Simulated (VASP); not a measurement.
```
CELL_PARAMETERS angstrom
      1.86912    -3.23741     0.00000
      1.86912     3.23741     0.00000
      0.00000     0.00000     6.04069
ATOMIC_POSITIONS crystal
  Zr 0.00000 0.00000 0.00000
  Se 0.33333 0.66667 0.26489
  Se 0.66667 0.33333 0.73511
```

Method: PBE GGA with D3 dispersion (Becke-Johnson damping), VASP's PBE PAW potentials (set 64) (plane waves; VASP 6.6.1). Numerical set-up: 520 eV cut-off, 11×11×6 Γ-centred mesh, tetrahedra with Blöchl corrections, potentials Zr_sv Se.

The cores are frozen, which limits the accuracy of field gradients.

Give the principal components of the electric field gradient (V/Å²) and the asymmetry η at each nucleus.

```tsv
atom	Vxx	Vyy	Vzz	η
Zr1	16.0	16.0	-32.1	0.00
Se2	-4.9	-4.9	9.8	0.00
Se3	-4.9	-4.9	9.8	0.00
```

The compound is ZrSe2 in the 1T layered structure. It was relaxed first.
